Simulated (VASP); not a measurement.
```
CELL_PARAMETERS angstrom
      1.41393    -2.44900     0.00000
      1.41393     2.44900     0.00000
      0.00000     0.00000     4.47105
ATOMIC_POSITIONS crystal
  Ti 0.33333 0.66667 0.25000
  Ti 0.66667 0.33333 0.75000
```

All values below come from LDA (Ceperley-Alder, Perdew-Zunger), VASP's LDA PAW potentials (set 64) (plane waves; VASP). Numerical set-up: 500 eV cut-off, 15×15×8 Γ-centred mesh, first-order Methfessel-Paxton smearing of 0.10 eV, potentials Ti_sv.

Energy and stress use the plane-wave basis of the starting cell.

Problem. The ions, cell shape and volume at an external pressure of 10.0 GPa are relaxed. What does this cell relax into?

Solution. 
```
CELL_PARAMETERS angstrom
      1.39710    -2.41985     0.00000
      1.39710     2.41985     0.00000
      0.00000     0.00000     4.42969
ATOMIC_POSITIONS crystal
  Ti 0.33333 0.66667 0.25000
  Ti 0.66667 0.33333 0.75000
```
Space group P6_3/mmc (194), at a tolerance of 0.03 Å.

Problem. How do energy and volume change from the first to the last step?

Solution. The energy (σ→0) changes by +23.6 meV/atom and the volume by -3.3 %, in 5 ionic steps.

The compound is Ti in the hcp structure. This run relaxes it under an external pressure of 10 GPa. Symmetry was kept, so distortions that lower it aren't found.
